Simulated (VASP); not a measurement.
Consider the following.

```
CELL_PARAMETERS angstrom
      4.01102    -2.20655    -0.01358
      4.01102     2.20655    -0.01358
      2.80943     0.00000     3.61448
ATOMIC_POSITIONS crystal
  Sb 0.23472 0.23472 0.23472
  Sb 0.76528 0.76528 0.76528
```

Method: revTPSS meta-GGA, VASP's PBE PAW potentials (set 64) (plane waves; VASP). Run with 520 eV cut-off, 10×10×10 Γ-centred mesh, first-order Methfessel-Paxton smearing of 0.10 eV, potentials Sb.

**Question.** The ions and cell shape at fixed volume are relaxed. Predict the relaxed structure.

**Answer.** 
```
CELL_PARAMETERS angstrom
      4.07793    -2.18524     0.02155
      4.07793     2.18524     0.02155
      2.88794     0.00000     3.61456
ATOMIC_POSITIONS crystal
  Sb 0.23177 0.23177 0.23177
  Sb 0.76823 0.76823 0.76823
```
Space group R-3m (166), at a tolerance of 0.03 Å.

**Question.** How much energy does the relaxation gain?

**Answer.** The energy (σ→0) changes by -5.5 meV/atom, in 6 ionic steps.

The compound is Sb in the a7 structure. This cell is one point of a volume scan, at 1.06 of the reference volume. Symmetry was kept, so distortions that lower it aren't found.
